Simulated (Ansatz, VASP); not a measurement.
**Ta (Ta(111)): VASP beside Ansatz**

Aim: how closely do two programs agree when they are given the same cell, functional and k mesh? Other levels of theory on this material are compared in a session of their own. Valence electrons are named where the data sets of a main pair hold unlike numbers.

Method: plane waves, with VASP 6.6.1 beside it; single point at PBEsol, in Ansatz 0.2.0.

## (1) The structure

The cell holds 11 atoms: 11 Ta. Its edges and angles: a = 4.681 Å, b = 4.681 Å, c = 27.555 Å, α = 90.0°, β = 90.0°, γ = 60.0°. Vacuum lies along c.

Coordinates:

```cif
data_structure
_symmetry_space_group_name_H-M 'P 1'
_symmetry_Int_Tables_number 1
_cell_length_a 4.6810
_cell_length_b 4.6810
_cell_length_c 27.5551
_cell_angle_alpha 90.000
_cell_angle_beta 90.000
_cell_angle_gamma 60.000
_cell_volume 522.90
loop_
_atom_site_label
_atom_site_type_symbol
_atom_site_fract_x
_atom_site_fract_y
_atom_site_fract_z
_atom_site_occupancy
Ta1 Ta 0.66667 0.66667 0.32662 1
Ta2 Ta 0.00000 0.00000 0.36129 1
Ta3 Ta 0.33333 0.33333 0.39597 1
Ta4 Ta 0.66667 0.66667 0.43065 1
Ta5 Ta 0.00000 0.00000 0.46532 1
Ta6 Ta 0.33333 0.33333 0.50000 1
Ta7 Ta 0.66667 0.66667 0.53468 1
Ta8 Ta 0.00000 0.00000 0.56935 1
Ta9 Ta 0.33333 0.33333 0.60403 1
Ta10 Ta 0.66667 0.66667 0.63871 1
Ta11 Ta 0.00000 0.00000 0.67338 1
```

## (2) VASP: single point, PBEsol

A single point gives forces, pressure and levels at one fixed geometry, so differences don't come from the geometry; what else differs is listed under the comparison.

Lines of VASP's logs that name or quote its potential files are left out, and so is its time.

File INCAR:

```
SYSTEM = Ta
PREC = Normal
ENCUT = 350
EDIFF = 1E-06
NELM = 120
ISMEAR = 1
SIGMA = 0.1
LREAL = .FALSE.
ALGO = Normal
GGA = PS
NBANDS = 38
LASPH = .TRUE.
LORBIT = 11
LWAVE = .FALSE.
LCHARG = .FALSE.
KPAR = 4
IDIPOL = 3
LDIPOL = .TRUE.
DIPOL = 0.5 0.5 0.5
LVHAR = .TRUE.
LVACPOTAV = .TRUE.
```

File POSCAR:

```
Ta
1.0
    4.6810468915      0.0000000000      0.0000000000
    2.3405234457      4.0539055243      0.0000000000
    0.0000000000      0.0000000000     27.5551469551
Ta
11
Direct
    0.6666666667      0.6666666667      0.3266177464
    0.0000000000      0.0000000000      0.3612941971
    0.3333333333      0.3333333333      0.3959706478
    0.6666666667      0.6666666667      0.4306470986
    0.0000000000      0.0000000000      0.4653235493
    0.3333333333      0.3333333333      0.5000000000
    0.6666666667      0.6666666667      0.5346764507
    0.0000000000      0.0000000000      0.5693529014
    0.3333333333      0.3333333333      0.6040293522
    0.6666666667      0.6666666667      0.6387058029
    0.0000000000      0.0000000000      0.6733822536
```

File KPOINTS:

```
Automatic mesh
0
Gamma
6 6 1
0 0 0
```

Potentials, in the order of the species: Ta (PBE family, release 64).

Started as:

```sh
$ mpirun -np 4 vasp_std
```

Numbers of over 12 decimals in the logs are rounded to 6 here.

What it wrote:

```text
[banner, memory and clock lines left out]
running    4 mpi-ranks, on    1 nodes
 distrk:  each k-point on    1 cores,    4 groups
 distr:  one band on    1 cores,    1 groups

 POSCAR found type information on POSCAR Ta
 POSCAR found :  1 types and      11 ions
|                                                                             |
|               ----> ADVICE to this user running VASP <----                  |
|                                                                             |
|     You enforced a specific xc type in the INCAR file but a different       |
|     [... a line on the potential file left out ...]
|     I HOPE YOU KNOW WHAT YOU ARE DOING!                                     |
|                                                                             |

 LDA part: xc-table for (Slater+PW92), standard interpolation
 POSCAR, INCAR and KPOINTS ok, starting setup
 FFT: planning ... GRIDC
 FFT: planning ... GRID_SOFT
 FFT: planning ... GRID
 WAVECAR not read
 entering main loop
       N       E                     dE             d eps       ncg     rms          rms(c)
DAV:   1     0.174891673083E+03    0.17489E+03   -0.15238E+04   532   0.802E+02
DAV:   2    -0.106782207432E+03   -0.28167E+03   -0.26483E+03   754   0.165E+02
DAV:   3    -0.141701463965E+03   -0.34919E+02   -0.33284E+02   690   0.611E+01
DAV:   4    -0.144324782211E+03   -0.26233E+01   -0.25815E+01   866   0.152E+01
DAV:   5    -0.144383242209E+03   -0.58460E-01   -0.58102E-01   840   0.248E+00    0.436E+01
DAV:   6    -0.171402303936E+03   -0.27019E+02   -0.31799E+02  1012   0.382E+01    0.302E+01
DAV:   7    -0.150131835418E+03    0.21270E+02   -0.61909E+02  1010   0.658E+01    0.268E+01
DAV:   8    -0.140225397379E+03    0.99064E+01   -0.13650E+02   832   0.342E+01    0.125E+01
DAV:   9    -0.133493359978E+03    0.67320E+01   -0.24603E+01   840   0.127E+01    0.777E+00
DAV:  10    -0.131767527266E+03    0.17258E+01   -0.31799E+00   928   0.460E+00    0.547E+00
DAV:  11    -0.131955178700E+03   -0.18765E+00   -0.23476E-01   746   0.149E+00    0.571E+00
DAV:  12    -0.131607842673E+03    0.34734E+00   -0.97000E-02   864   0.762E-01    0.514E+00
DAV:  13    -0.130326511057E+03    0.12813E+01   -0.48840E+00   816   0.458E+00    0.182E+00
DAV:  14    -0.130347777484E+03   -0.21266E-01   -0.36536E-01   768   0.163E+00    0.174E+00
[...]
DAV:  28    -0.130305981351E+03   -0.68020E-05   -0.30408E-06   560   0.505E-03    0.447E-03
DAV:  29    -0.130305992615E+03   -0.11264E-04   -0.56601E-06   592   0.530E-03    0.305E-03
DAV:  30    -0.130305998175E+03   -0.55601E-05   -0.10207E-06   440   0.330E-03    0.928E-04
DAV:  31    -0.130306006699E+03   -0.85244E-05   -0.58966E-07   456   0.214E-03    0.200E-03
DAV:  32    -0.130306011274E+03   -0.45745E-05   -0.32575E-07   440   0.174E-03    0.111E-03
DAV:  33    -0.130306013417E+03   -0.21429E-05   -0.15085E-07   424   0.107E-03    0.607E-04
DAV:  34    -0.130306015824E+03   -0.24069E-05   -0.23467E-07   448   0.113E-03    0.305E-04
DAV:  35    -0.130306016087E+03   -0.26351E-06   -0.60858E-08   392   0.656E-04
|                                                                             |
|           W    W    AA    RRRRR   N    N  II  N    N   GGGG   !!!           |
|           W    W   A  A   R    R  NN   N  II  NN   N  G    G  !!!           |
|           W    W  A    A  R    R  N N  N  II  N N  N  G       !!!           |
|           W WW W  AAAAAA  RRRRR   N  N N  II  N  N N  G  GGG   !            |
|           WW  WW  A    A  R   R   N   NN  II  N   NN  G    G                |
|           W    W  A    A  R    R  N    N  II  N    N   GGGG   !!!           |
|                                                                             |
|     Did not find any points to average over, which means that no vacuum     |
|     field-free region was found. Please increase the size of  your cell     |
|     in the dimension of the dipole correction to obtain accurate            |
|     workfunction values.                                                    |
|                                                                             |

   1 F= -.13030602E+03 E0= -.13030321E+03  d E =-.840766E-02
```

OUTCAR, selected parts (step 2):

```text
ion  position               nearest neighbor table
   1  0.667  0.667  0.327-   2 2.87   2 2.87   2 2.87   4 2.87   3 3.31   3 3.31   3 3.31
   2  0.000  0.000  0.361-   3 2.87   1 2.87   3 2.87   1 2.87   3 2.87   1 2.87   5 2.87   4 3.31
                             4 3.31   4 3.31
   3  0.333  0.333  0.396-   2 2.87   2 2.87   2 2.87   4 2.87   4 2.87   6 2.87   4 2.87   1 3.31
                             1 3.31   1 3.31   5 3.31   5 3.31   5 3.31
   4  0.667  0.667  0.431-   7 2.87   5 2.87   5 2.87   5 2.87   3 2.87   3 2.87   1 2.87   3 2.87
                             6 3.31   6 3.31   6 3.31   2 3.31   2 3.31   2 3.31
   5  0.000  0.000  0.465-   8 2.87   6 2.87   4 2.87   6 2.87   4 2.87   6 2.87   4 2.87   2 2.87
                             7 3.31   7 3.31   7 3.31   3 3.31   3 3.31   3 3.31
   6  0.333  0.333  0.500-   7 2.87   5 2.87   7 2.87   5 2.87   5 2.87   7 2.87   3 2.87   9 2.87
                             4 3.31   8 3.31   4 3.31   8 3.31   8 3.31   4 3.31
   7  0.667  0.667  0.535-   4 2.87   6 2.87   8 2.87   6 2.87   8 2.87   8 2.87   6 2.87  10 2.87
                             5 3.31   5 3.31   5 3.31   9 3.31   9 3.31   9 3.31
   8  0.000  0.000  0.569-   5 2.87   7 2.87   7 2.87   7 2.87   9 2.87   9 2.87   9 2.87  11 2.87
                             6 3.31   6 3.31   6 3.31  10 3.31  10 3.31  10 3.31
   9  0.333  0.333  0.604-  10 2.87  10 2.87  10 2.87   8 2.87   8 2.87   8 2.87   6 2.87  11 3.31
                            11 3.31  11 3.31   7 3.31   7 3.31   7 3.31
  10  0.667  0.667  0.639-   9 2.87  11 2.87   9 2.87  11 2.87  11 2.87   9 2.87   7 2.87   8 3.31
                             8 3.31   8 3.31
  11  0.000  0.000  0.673-  10 2.87  10 2.87  10 2.87   8 2.87   9 3.31   9 3.31   9 3.31

  LATTYP: Found a hexagonal cell.
 ALAT       =     4.6810468914
 C/A-ratio  =     5.8865351265

 Subroutine GETGRP returns: Found 12 space group operations
 (whereof  6 operations were pure point group operations)

The static configuration has the point symmetry C_3v.
 The point group associated with its full space group is D_3d.

 Found      7 irreducible k-points:

   k-points           NKPTS =      7   k-points in BZ     NKDIM =      7   number of bands    NBANDS=     38

   dimension x,y,z NGX =    24 NGY =   24 NGZ =  126
   dimension x,y,z NGXF=    48 NGYF=   48 NGZF=  252

   ENCUT  =  350.0 eV  25.72 Ry    5.07 a.u.   7.14  7.14 42.03*2*pi/ulx,y,z

   NELECT =      55.0000    total number of electrons

 k-points in reciprocal lattice and weights: Automatic mesh
   0.00000000  0.00000000  0.00000000       0.028
   0.16666667  0.00000000  0.00000000       0.167
   0.33333333  0.00000000  0.00000000       0.167
   0.50000000  0.00000000  0.00000000       0.083
   0.33333333  0.16666667  0.00000000       0.167
   0.50000000  0.16666667  0.00000000       0.333
  -0.33333333  0.33333333  0.00000000       0.056

 dipolmoment           0.000000      0.000000     -0.000000 electrons x Angstroem

 average (electrostatic) potential at core
       1 -41.3890       2 -40.4942       3 -40.7595       4 -40.4348       5 -40.3207
       6 -40.4025       7 -40.3207       8 -40.4348       9 -40.7595      10 -40.4942
      11 -41.3890

 E-fermi :   0.0143

 k-point     1 :       0.0000    0.0000    0.0000
  band No.  band energies     occupation
    ...
     26      -0.3819      2.00000
     27      -0.3819      2.00000
     28      -0.0857      2.05036
     29      -0.0857      2.05036
     30       0.0340      0.67370
     31       0.2219     -0.01242
     32       0.4799     -0.00000
     33       0.4799     -0.00000
     34       1.3859     -0.00000
     35       1.6439     -0.00000
    ...

 k-point     2 :       0.1667    0.0000    0.0000
  band No.  band energies     occupation
    ...
     23      -0.5032      2.00000
     24      -0.4341      2.00000
     25      -0.3450      2.00000
     26      -0.2146      2.00564
     27      -0.1552      2.03748
     28       0.0642      0.26122
     29       0.1015     -0.01231
     30       0.2871     -0.00079
     31       0.3859     -0.00000
     32       0.4375     -0.00000
    ...

 k-point     3 :       0.3333    0.0000    0.0000
  band No.  band energies     occupation
    ...
     22      -0.6028      2.00000
     23      -0.4115      2.00000
     24      -0.3694      2.00000
     25      -0.1530      2.03948
     26      -0.1452      2.04661
     27       0.0800      0.11237
     28       0.2389     -0.00668
     29       0.3834     -0.00000
     30       0.5023     -0.00000
     31       0.6030     -0.00000
    ...

  Total      -18.6311390    -18.6311390    -18.9236362      0.0000000     -0.0000000      0.0000000
  in kB      -57.0861354    -57.0861354    -57.9823519      0.0000000     -0.0000000      0.0000000
  external PRESSURE =     -57.3848742 kB  Pullay stress =       0.0000000 kB

  energy-cutoff  :      350.00
  volume of cell :      522.90
      direct lattice vectors                 reciprocal lattice vectors
     4.681046892  0.000000000  0.000000000     0.213627426 -0.123337852  0.000000000
     2.340523446  4.053905524  0.000000000     0.000000000  0.246675704  0.000000000
     0.000000000  0.000000000 27.555146955     0.000000000  0.000000000  0.036290861

 POSITION                                       TOTAL-FORCE (eV/Angst)
 -----------------------------------------------------------------------------------
      4.68105      2.70260      9.00000        -0.000000     -0.000000      2.625501
      0.00000      0.00000      9.95551        -0.000000     -0.000000      0.434965
      2.34052      1.35130     10.91103        -0.000000      0.000000     -0.987731
      4.68105      2.70260     11.86654         0.000000      0.000000     -0.791769
      0.00000      0.00000     12.82206         0.000000     -0.000000     -0.566824
      2.34052      1.35130     13.77757         0.000000     -0.000000      0.000000
      4.68105      2.70260     14.73309        -0.000000      0.000000      0.566824
      0.00000      0.00000     15.68860         0.000000     -0.000000      0.791769
      2.34052      1.35130     16.64412         0.000000     -0.000000      0.987731
      4.68105      2.70260     17.59963         0.000000     -0.000000     -0.434965
      0.00000      0.00000     18.55515         0.000000      0.000000     -2.625501
 -----------------------------------------------------------------------------------
    total drift:                               -0.000000     -0.000000     -0.000000

  FREE ENERGIE OF THE ION-ELECTRON SYSTEM (eV)
  ---------------------------------------------------
  free  energy   TOTEN  =      -130.3060160872 eV

  energy  without entropy=     -130.2976084321  energy(sigma->0) =     -130.30321354

 vacuum level on the upper side and lower side of the slab         3.565         3.565

 total charge
# of ion       s       p       d       tot
------------------------------------------
    1        0.672   0.307   3.109   4.088
    2        0.695   0.532   3.345   4.572
    3        0.665   0.647   3.238   4.550
    4        0.666   0.712   3.335   4.713
    5        0.672   0.697   3.367   4.736
    6        0.676   0.724   3.326   4.726
    7        0.672   0.697   3.367   4.736
    8        0.666   0.712   3.335   4.713
    9        0.665   0.647   3.238   4.550
   10        0.695   0.532   3.345   4.572
   11        0.672   0.307   3.109   4.088
--------------------------------------------------
tot          7.418   6.513  36.113  50.044

[... 3 further parts left out ...]
```

This run has no spin polarisation. Its electron count is odd, so without a moment it is a metal by construction. The PAW data sets were made with PBE, which is usual practice but a small mismatch for other functionals. The data set Ta keeps the semicore shell frozen, which is cheaper and a little less accurate.

(Continued in part 2 of 2.)

[Lines on the potential files, build, host, timing and source positions are cut from VASP's logs without a mark.]

[Logs are printed without paths, hosts, clocks, repeated set-up lines and the standing remarks that a program may print on its own settings, such as how far it seeks lower states.]

[Hosts, paths, dates, database ids (printed as entryN), source tags and the programs' standing remarks are cut or masked in the printed files.]
